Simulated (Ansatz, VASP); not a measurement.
# CaO (Lime) in two plane-wave programs

One calculation is typed for both programs; each brings its own data sets. How far apart do they land? The cell is taken from a series of runs on this material, whose earlier steps may have relaxed, scaled, displaced or heated it; both programs get it as it stands.

Program: Ansatz 0.2.0. Level of theory: plane waves, with VASP 6.6.1 beside it; zone-centre phonons at LDA. Results are calculated unless marked as measured.

### 1. Set-up

Symmetry: Fm-3m, No. 225, cubic system. The conventional cell has a = 4.545 Å, b = 4.545 Å, c = 4.545 Å, α = 90.00°, β = 90.00°, γ = 90.00°. Nearest to O lie 6 Ca at 2.27 Å. Ca has 6 O at 2.27 Å nearest. Farther neighbours and most contacts between anions are not listed.

As a file:

```cif
data_structure
_symmetry_space_group_name_H-M 'P 1'
_symmetry_Int_Tables_number 1
_cell_length_a 3.2137
_cell_length_b 3.2137
_cell_length_c 3.2137
_cell_angle_alpha 60.000
_cell_angle_beta 60.000
_cell_angle_gamma 60.000
_cell_volume 23.47
loop_
_atom_site_label
_atom_site_type_symbol
_atom_site_fract_x
_atom_site_fract_y
_atom_site_fract_z
_atom_site_occupancy
O1 O 0.50000 0.50000 0.50000 1
Ca2 Ca 0.00000 0.00000 0.00000 1
```

### 2. VASP: zone-centre phonons, LDA, pair 1

Second derivatives magnify differences that forces hide, and they need a tight electronic threshold.

Lines of VASP's logs that name or quote its potential files are left out, and so is its time.

INCAR reads:

```
SYSTEM = CaO
PREC = Accurate
ENCUT = 600
EDIFF = 1E-08
NELM = 120
ISMEAR = 0
SIGMA = 0.01
LREAL = .FALSE.
ALGO = Normal
GGA = CA
NBANDS = 14
LORBIT = 11
LWAVE = .FALSE.
LCHARG = .FALSE.
ISIF = 2
IBRION = 8
LEPSILON = .TRUE.
LASPH = .TRUE.
GGA_COMPAT = .FALSE.
EFERMI = MIDGAP
KPAR = 2
```

POSCAR reads:

```
CaO
1.0
    0.0000000000      2.2724535900      2.2724535900
    2.2724535900      0.0000000000      2.2724535900
    2.2724535900      2.2724535900      0.0000000000
O Ca
1 1
Direct
    0.5000000000      0.5000000000      0.5000000000
    0.0000000000      0.0000000000      0.0000000000
```

KPOINTS reads:

```
Automatic mesh
0
Gamma
8 8 8
0 0 0
```

PAW data sets: O and Ca_sv (LDA family, release 64).

The run is started by

```bash
$ mpirun -np 2 vasp_std
```

Numbers of over 12 decimals in the logs are rounded to 6 here.

The program printed:

```text
[banner, memory and clock lines left out]
running    2 mpi-ranks, on    1 nodes
 distrk:  each k-point on    1 cores,    2 groups
 distr:  one band on    1 cores,    1 groups

 POSCAR found type information on POSCAR O Ca
 POSCAR found :  2 types and       2 ions
 LDA part: xc-table for (Slater(with rela. corr.)+CA(PZ))
 , standard interpolation
 POSCAR, INCAR and KPOINTS ok, starting setup
 FFT: planning ... GRIDC
 FFT: planning ... GRID_SOFT
 FFT: planning ... GRID
 WAVECAR not read
 entering main loop
       N       E                     dE             d eps       ncg     rms          rms(c)
DAV:   1     0.136837884389E+03    0.13684E+03   -0.93486E+03   812   0.134E+03
DAV:   2    -0.953911674871E+01   -0.14638E+03   -0.13459E+03  1024   0.329E+02
DAV:   3    -0.156744942917E+02   -0.61354E+01   -0.60827E+01   892   0.703E+01
DAV:   4    -0.158522788463E+02   -0.17778E+00   -0.17765E+00  1200   0.102E+01
DAV:   5    -0.158536690622E+02   -0.13902E-02   -0.13901E-02   906   0.102E+00    0.859E+00
DAV:   6    -0.141892728262E+02    0.16644E+01   -0.51517E+00   858   0.240E+01    0.339E+00
DAV:   7    -0.141069104760E+02    0.82362E-01   -0.47234E-01  1034   0.760E+00    0.174E+00
DAV:   8    -0.140734583114E+02    0.33452E-01   -0.70971E-02  1034   0.278E+00    0.286E-01
DAV:   9    -0.140727453697E+02    0.71294E-03   -0.62027E-03   992   0.666E-01    0.104E-01
DAV:  10    -0.140728570061E+02   -0.11164E-03   -0.34346E-04   926   0.207E-01    0.332E-02
DAV:  11    -0.140728514519E+02    0.55543E-05   -0.39463E-05  1192   0.710E-02    0.852E-03
DAV:  12    -0.140728501526E+02    0.12993E-05   -0.34369E-06   992   0.261E-02    0.172E-03
DAV:  13    -0.140728501528E+02   -0.18508E-09   -0.59133E-07  1118   0.634E-03    0.130E-03
DAV:  14    -0.140728501431E+02    0.96500E-08   -0.30728E-08   896   0.247E-03
   1 F= -.14072850E+02 E0= -.14072850E+02  d E =0.000000E+00
 Linear response reoptimize wavefunctions to high precision
DAV:   1    -0.140728501437E+02   -0.61368E-09   -0.35015E-09   830   0.592E-04
DAV:   2    -0.140728501437E+02   -0.84128E-11   -0.55672E-11   424   0.644E-05
 Linear response G [H, r] |phi>, progress :
  Direction:   1
       N       E                     dE             d eps       ncg     rms
RMM:   1    -0.558640499102E+02   -0.55864E+02    0.59232E+02  1434   0.160E+02
RMM:   2    -0.578531602047E+02   -0.19891E+01   -0.10721E+01  1335   0.294E+01
RMM:   3    -0.588324953982E+02   -0.97934E+00   -0.60628E+00  1660   0.913E+00
RMM:   4    -0.589811327192E+02   -0.14864E+00   -0.10973E+00  1834   0.341E+00
RMM:   5    -0.590292957994E+02   -0.48163E-01   -0.19814E-01  1866   0.133E+00
RMM:   6    -0.590351100805E+02   -0.58143E-02   -0.36412E-02  1875   0.565E-01
RMM:   7    -0.590365074790E+02   -0.13974E-02   -0.78563E-03  1887   0.243E-01
RMM:   8    -0.590367233979E+02   -0.21592E-03   -0.58794E-03  1822   0.104E-01
RMM:   9    -0.590367858350E+02   -0.62437E-04    0.15173E-03  1847   0.491E-02
RMM:  10    -0.590367963889E+02   -0.10554E-04    0.17297E-03  1808   0.226E-02
RMM:  11    -0.590368002764E+02   -0.38875E-05   -0.32987E-04  1764   0.104E-02
RMM:  12    -0.590367983860E+02    0.18904E-05    0.59348E-05  1683   0.521E-03
RMM:  13    -0.590367990635E+02   -0.67742E-06   -0.15938E-04  1609   0.256E-03
RMM:  14    -0.590367987505E+02    0.31297E-06   -0.81373E-05  1527   0.140E-03
[...]
RMM:  18    -0.590367987759E+02    0.24386E-07   -0.26254E-05   950   0.236E-04
RMM:  19    -0.590367987643E+02    0.11567E-07   -0.11511E-05   852   0.194E-04
RMM:  20    -0.590367987711E+02   -0.68490E-08   -0.67202E-06   790   0.168E-04
RMM:  21    -0.590367987731E+02   -0.20047E-08   -0.21073E-06   756   0.157E-04
RMM:  22    -0.590367987724E+02    0.76309E-09   -0.20860E-06   729   0.149E-04
RMM:  23    -0.590367987772E+02   -0.48670E-08   -0.23213E-06   714   0.144E-04
RMM:  24    -0.590367987722E+02    0.50648E-08    0.86737E-07   677   0.140E-04
RMM:  25    -0.590367987789E+02   -0.67542E-08   -0.19049E-06   665   0.138E-04
 Linear response G [H, r] |phi>, progress :
  Direction:   2
       N       E                     dE             d eps       ncg     rms
RMM:   1    -0.515437337795E+02   -0.51544E+02    0.60212E+02  1406   0.160E+02
RMM:   2    -0.525899772617E+02   -0.10462E+01   -0.86671E+00  1333   0.281E+01
RMM:   3    -0.531385314122E+02   -0.54855E+00   -0.32035E+00  1654   0.828E+00
RMM:   4    -0.532465998527E+02   -0.10807E+00   -0.59116E-01  1843   0.298E+00
RMM:   5    -0.532760497800E+02   -0.29450E-01   -0.11817E-01  1873   0.117E+00
RMM:   6    -0.532801145184E+02   -0.40647E-02   -0.22450E-02  1885   0.495E-01
RMM:   7    -0.532811374464E+02   -0.10229E-02   -0.47342E-03  1872   0.214E-01
[...]
RMM:  12    -0.159211216124E+00   -0.57971E-09   -0.13197E-06  1131   0.157E-04
RMM:  13    -0.159211215991E+00    0.13291E-09   -0.55541E-07  1009   0.900E-05
RMM:  14    -0.159211215582E+00    0.40871E-09   -0.20840E-07   824   0.556E-05
RMM:  15    -0.159211215623E+00   -0.40888E-10   -0.83303E-10   711   0.457E-05
 change of polarisation eV/A/(eV/A) component  3 :     0.019    -0.022     0.318
 dielectric tensor                  component  3 :     0.149    -0.172     3.455
 Linear response to external field, progress :
  Direction:   1
[...]
RMM:  14    -0.204708234087E+00   -0.54354E-06   -0.43513E-07  3484   0.388E-04    0.544E-05
RMM:  15    -0.204708146856E+00    0.87231E-07   -0.31826E-07  3033   0.173E-04    0.839E-06
 change of polarisation eV/A/(eV/A) component  2 :     0.040     0.388    -0.002
 dielectric tensor                  component  2 :     0.309     3.988    -0.014
 Linear response to external field, progress :
  Direction:   3
       N       E                     dE             d eps       ncg     rms          rms(c)
RMM:   1    -0.194921666639E+00   -0.19492E+00   -0.49727E-01  3461   0.406E+00
RMM:   2    -0.205395621191E+00   -0.10474E-01   -0.33377E-02  3020   0.898E-01    0.715E-01
RMM:   3    -0.197751062878E+00    0.76446E-02   -0.12184E-02  2905   0.829E-01    0.362E-01
RMM:   4    -0.201384405164E+00   -0.36333E-02   -0.62008E-03  3106   0.639E-01    0.103E-01
RMM:   5    -0.204197401191E+00   -0.28130E-02   -0.19257E-03  3483   0.265E-01    0.245E-02
RMM:   6    -0.204620631633E+00   -0.42323E-03   -0.40970E-04  3680   0.104E-01    0.136E-02
RMM:   7    -0.204732304530E+00   -0.11167E-03   -0.68187E-05  3603   0.432E-02    0.417E-03
RMM:   8    -0.204731582228E+00    0.72230E-06   -0.17694E-05  3681   0.194E-02    0.213E-03
RMM:   9    -0.204738432961E+00   -0.68507E-05   -0.13273E-05  3755   0.898E-03    0.990E-04
RMM:  10    -0.204746914286E+00   -0.84813E-05   -0.14319E-05  3649   0.509E-03    0.201E-03
RMM:  11    -0.204738894553E+00    0.80197E-05   -0.66706E-06  3608   0.314E-03    0.591E-04
RMM:  12    -0.204739505737E+00   -0.61118E-06   -0.52678E-06  3712   0.133E-03    0.335E-04
RMM:  13    -0.204739971712E+00   -0.46597E-06   -0.23625E-06  3655   0.623E-04    0.216E-04
RMM:  14    -0.204740511643E+00   -0.53993E-06   -0.13222E-06  3495   0.375E-04    0.485E-05
RMM:  15    -0.204740409461E+00    0.10218E-06   -0.55746E-07  2967   0.168E-04    0.896E-06
 change of polarisation eV/A/(eV/A) component  3 :     0.004     0.031     0.388
 dielectric tensor                  component  3 :     0.030     0.242     3.988
 Linear response DOF=           2
 Linear response progress:
  Degree of freedom:   1/  2
       N       E                     dE             d eps       ncg     rms          rms(c)
RMM:   1    -0.364270144952E+00   -0.36427E+00    0.19477E-01  3371   0.356E+00
RMM:   2    -0.353861899469E+00    0.10408E-01   -0.76630E-03  2857   0.708E-01    0.129E-01
RMM:   3    -0.355289520673E+00   -0.14276E-02   -0.20564E-03  3011   0.230E-01    0.672E-02
RMM:   4    -0.357289243137E+00   -0.19997E-02   -0.93795E-04  2934   0.157E-01    0.172E-02
RMM:   5    -0.357403685855E+00   -0.11444E-03   -0.17818E-04  3486   0.519E-02    0.307E-03
RMM:   6    -0.357393635960E+00    0.10050E-04   -0.30166E-05  3480   0.188E-02    0.138E-03
RMM:   7    -0.357390148001E+00    0.34880E-05   -0.48855E-06  3613   0.769E-03    0.503E-04
RMM:   8    -0.357391891519E+00   -0.17435E-05   -0.28805E-06  3641   0.304E-03    0.215E-04
RMM:   9    -0.357391640085E+00    0.25143E-06   -0.35223E-07  3719   0.134E-03    0.551E-05
RMM:  10    -0.357391168359E+00    0.47173E-06   -0.25723E-06  3662   0.598E-04    0.319E-05
RMM:  11    -0.357391255009E+00   -0.86650E-07   -0.14051E-06  3749   0.277E-04    0.104E-05
RMM:  12    -0.357391386998E+00   -0.13199E-06   -0.87812E-07  3757   0.134E-04    0.306E-06
RMM:  13    -0.357391373370E+00    0.13628E-07   -0.34050E-07  3784   0.625E-05    0.289E-06
RMM:  14    -0.357391410999E+00   -0.37629E-07   -0.25242E-07  3645   0.320E-05    0.389E-07
RMM:  15    -0.357391410101E+00    0.89785E-09   -0.10686E-07  3366   0.158E-05    0.606E-07
RMM:  16    -0.357391409235E+00    0.86638E-09   -0.65291E-08  2922   0.853E-06    0.353E-07
 first order change of Fermi-energy   0.19218E-04
 force on displaced ion       1 direction 1 :  -5.954   0.000   0.000
 Born effective charge ion    1 direction 1 :  -2.436   0.000   0.000
 Linear response progress:
  Degree of freedom:   2/  2
       N       E                     dE             d eps       ncg     rms          rms(c)
RMM:   1    -0.421155371194E+00   -0.42116E+00    0.81263E-01  1891   0.112E+01
RMM:   2    -0.377520242041E+00    0.43635E-01   -0.63879E-02  2595   0.244E+00    0.186E-01
RMM:   3    -0.378172500692E+00   -0.65226E-03   -0.17119E-02  3369   0.697E-01    0.131E-01
RMM:   4    -0.378515794274E+00   -0.34329E-03   -0.33911E-03  3619   0.291E-01    0.649E-02
RMM:   5    -0.378416544264E+00    0.99250E-04   -0.47699E-04  3551   0.125E-01    0.484E-03
RMM:   6    -0.378457266572E+00   -0.40722E-04   -0.17277E-04  3731   0.538E-02    0.879E-03
RMM:   7    -0.378442083481E+00    0.15183E-04   -0.46038E-05  3722   0.261E-02    0.515E-03
RMM:   8    -0.378412509680E+00    0.29574E-04   -0.26679E-05  3764   0.149E-02    0.183E-03
RMM:   9    -0.378406146154E+00    0.63635E-05   -0.13869E-05  3833   0.851E-03    0.116E-03
RMM:  10    -0.378403018713E+00    0.31274E-05   -0.16936E-05  3818   0.558E-03    0.641E-04
RMM:  11    -0.378401055110E+00    0.19636E-05   -0.20771E-05  3802   0.400E-03    0.195E-04
RMM:  12    -0.378400839538E+00    0.21557E-06   -0.16051E-05  3920   0.305E-03    0.386E-05
RMM:  13    -0.378401528382E+00   -0.68884E-06   -0.13817E-05  3935   0.243E-03    0.477E-05
RMM:  14    -0.378402082483E+00   -0.55410E-06   -0.10548E-05  3762   0.202E-03    0.420E-05
RMM:  15    -0.378403022620E+00   -0.94014E-06   -0.95260E-06  3414   0.177E-03    0.635E-05
RMM:  16    -0.378401936234E+00    0.10864E-05   -0.81482E-06  3173   0.155E-03    0.928E-05
RMM:  17    -0.378402862092E+00   -0.92586E-06   -0.70285E-06  3263   0.135E-03    0.341E-05
RMM:  18    -0.378403104771E+00   -0.24268E-06   -0.61913E-06  3754   0.114E-03    0.372E-05
RMM:  19    -0.378403263973E+00   -0.15920E-06   -0.52839E-06  3806   0.984E-04    0.434E-05
RMM:  20    -0.378402714227E+00    0.54975E-06   -0.47465E-06  3581   0.918E-04    0.114E-04
RMM:  21    -0.378402394640E+00    0.31959E-06   -0.41809E-06  3368   0.797E-04    0.162E-04
RMM:  22    -0.378402418438E+00   -0.23797E-07   -0.37367E-06  3785   0.682E-04    0.174E-04
RMM:  23    -0.378402418047E+00    0.39040E-09   -0.32515E-06  3725   0.603E-04    0.188E-04
RMM:  24    -0.378402546077E+00   -0.12803E-06   -0.29310E-06  3035   0.547E-04    0.187E-04
 first order change of Fermi-energy  -0.51665E-03
 force on displaced ion       2 direction 1 :  -5.979   0.000   0.000
 Born effective charge ion    2 direction 1 :   2.434   0.000   0.000
 Born effective charges drift removed
 Linear response finished
```

OUTCAR, selected parts (step 2):

```text
ion  position               nearest neighbor table
   1  0.500  0.500  0.500-   2 2.27   2 2.27   2 2.27   2 2.27   2 2.27   2 2.27
   2  0.000  0.000  0.000-   1 2.27   1 2.27   1 2.27   1 2.27   1 2.27   1 2.27

  LATTYP: Found a face centered cubic cell.
 ALAT       =     4.5449071800

 Subroutine GETGRP returns: Found 48 space group operations
 (whereof 48 operations were pure point group operations)

The static configuration has the point symmetry O_h .

 Found     29 irreducible k-points:

   k-points           NKPTS =     29   k-points in BZ     NKDIM =     29   number of bands    NBANDS=     14

   dimension x,y,z NGX =    28 NGY =   28 NGZ =   28
   dimension x,y,z NGXF=    56 NGYF=   56 NGZF=   56

   ENCUT  =  600.0 eV  44.10 Ry    6.64 a.u.   6.42  6.42  6.42*2*pi/ulx,y,z

   NELECT =      16.0000    total number of electrons

 k-points in reciprocal lattice and weights: Automatic mesh
   0.00000000  0.00000000  0.00000000       0.002
   0.12500000  0.00000000  0.00000000       0.016
   0.25000000  0.00000000  0.00000000       0.016
   0.37500000  0.00000000  0.00000000       0.016
   0.50000000  0.00000000  0.00000000       0.008
   0.12500000  0.12500000  0.00000000       0.012
   0.25000000  0.12500000  0.00000000       0.047
   0.37500000  0.12500000  0.00000000       0.047
   0.50000000  0.12500000  0.00000000       0.047
[...]
-0.37500000  0.50000000  0.12500000       0.023
  -0.25000000  0.50000000  0.25000000       0.012

 average (electrostatic) potential at core
       1 -70.3556       2 -41.9373

  Total        2.7142239      2.7142239      2.7142239     -0.0000000      0.0000000      0.0000000
  in kB      185.2853989    185.2853989    185.2853989     -0.0000000      0.0000000      0.0000000
  external PRESSURE =     185.2853989 kB  Pullay stress =       0.0000000 kB

  energy-cutoff  :      600.00
  volume of cell :       23.47
      direct lattice vectors                 reciprocal lattice vectors
     0.000000000  2.272453590  2.272453590    -0.220026496  0.220026496  0.220026496
     2.272453590  0.000000000  2.272453590     0.220026496 -0.220026496  0.220026496
     2.272453590  2.272453590  0.000000000     0.220026496  0.220026496 -0.220026496

 POSITION                                       TOTAL-FORCE (eV/Angst)
 -----------------------------------------------------------------------------------
      2.27245      2.27245      2.27245         0.000000      0.000000     -0.000000
      0.00000      0.00000      0.00000         0.000000     -0.000000      0.000000
 -----------------------------------------------------------------------------------
    total drift:                                0.000000      0.000000      0.000000

 MACROSCOPIC STATIC DIELECTRIC TENSOR (including local field effects in DFT)
 ------------------------------------------------------
           3.987700     0.000000    -0.000000
          -0.000000     3.987700    -0.000000
           0.000000    -0.000000     3.987700
 ------------------------------------------------------

 PIEZOELECTRIC TENSOR (including local field effects)  for field in x, y, z        (C/m^2)
          XX          YY          ZZ          XY          YZ          ZX
  --------------------------------------------------------------------------------
  x     0.00000     0.00000     0.00000     0.00000     0.00000     0.00000
  y     0.00000     0.00000     0.00000     0.00000     0.00000     0.00000
  z     0.00000     0.00000     0.00000     0.00000     0.00000     0.00000

 BORN EFFECTIVE CHARGES (including local field effects) (in |e|, cummulative output)
 ---------------------------------------------------------------------------------
 ion    1
    1    -2.43529    -0.00000     0.00000
    2    -0.00000    -2.43529     0.00000
    3    -0.00000     0.00000    -2.43529
 ion    2
    1     2.43529     0.00000    -0.00000
    2     0.00000     2.43529    -0.00000
    3     0.00000     0.00000     2.43529

 Eigenvectors and eigenvalues of the dynamical matrix
 ----------------------------------------------------

   1 f  =   11.287576 THz    70.921931 2PiTHz  376.513006 cm-1    46.681642 meV
             X         Y         Z           dx          dy          dz
      2.272454  2.272454  2.272454     0.000000   -0.000000   -0.844871
      0.000000  0.000000  0.000000     0.000000   -0.000000    0.534970

   2 f  =   11.287576 THz    70.921931 2PiTHz  376.513006 cm-1    46.681642 meV
             X         Y         Z           dx          dy          dz
      2.272454  2.272454  2.272454     0.000000   -0.844871    0.000000
      0.000000  0.000000  0.000000     0.000000    0.534970    0.000000

   3 f  =   11.287576 THz    70.921931 2PiTHz  376.513006 cm-1    46.681642 meV
             X         Y         Z           dx          dy          dz
      2.272454  2.272454  2.272454     0.844871    0.000000    0.000000
      0.000000  0.000000  0.000000    -0.534970    0.000000    0.000000

   4 f/i=    0.010942 THz     0.068753 2PiTHz    0.365000 cm-1     0.045254 meV
             X         Y         Z           dx          dy          dz
      2.272454  2.272454  2.272454    -0.093536    0.238361    0.469711
      0.000000  0.000000  0.000000    -0.147720    0.376440    0.741808

   5 f/i=    0.010942 THz     0.068753 2PiTHz    0.365000 cm-1     0.045254 meV
             X         Y         Z           dx          dy          dz
      2.272454  2.272454  2.272454    -0.181482    0.433265   -0.256005
      0.000000  0.000000  0.000000    -0.286612    0.684250   -0.404306

   6 f/i=    0.010942 THz     0.068753 2PiTHz    0.365000 cm-1     0.045254 meV
             X         Y         Z           dx          dy          dz
      2.272454  2.272454  2.272454     0.494478    0.204104   -0.005108
      0.000000  0.000000  0.000000     0.780922    0.322340   -0.008066

 MACROSCOPIC STATIC DIELECTRIC TENSOR IONIC CONTRIBUTION
 ------------------------------------------------------
           7.663360     0.000000     0.000000
           0.000000     7.663360    -0.000000
           0.000000    -0.000000     7.663360
 ------------------------------------------------------

 ELASTIC MODULI CONTR FROM IONIC RELAXATION (kBar)
 Direction    XX          YY          ZZ          XY          YZ          ZX
 --------------------------------------------------------------------------------
 XX           0.0000      0.0000      0.0000      0.0000      0.0000      0.0000
 YY           0.0000      0.0000      0.0000      0.0000      0.0000      0.0000
 ZZ           0.0000      0.0000      0.0000      0.0000      0.0000      0.0000
 XY           0.0000      0.0000      0.0000      0.0000      0.0000      0.0000
 YZ           0.0000      0.0000      0.0000      0.0000      0.0000      0.0000
 ZX           0.0000      0.0000      0.0000      0.0000      0.0000      0.0000
 --------------------------------------------------------------------------------

 PIEZOELECTRIC TENSOR IONIC CONTR  for field in x, y, z        (C/m^2)
          XX          YY          ZZ          XY          YZ          ZX
  --------------------------------------------------------------------------------
  x     0.00000     0.00000     0.00000     0.00000     0.00000     0.00000
  y     0.00000     0.00000     0.00000     0.00000     0.00000     0.00000
  z     0.00000     0.00000     0.00000     0.00000     0.00000     0.00000
```

(Part 1 of 3 ends here.)

[Lines on the potential files, build, host, timing and source positions are cut from VASP's logs without a mark.]

[Logs are printed without paths, hosts, clocks, repeated set-up lines and the standing remarks that a program may print on its own settings, such as how far it seeks lower states.]

[Hosts, paths, dates, database ids (printed as entryN), source tags and the programs' standing remarks are cut or masked in the printed files.]
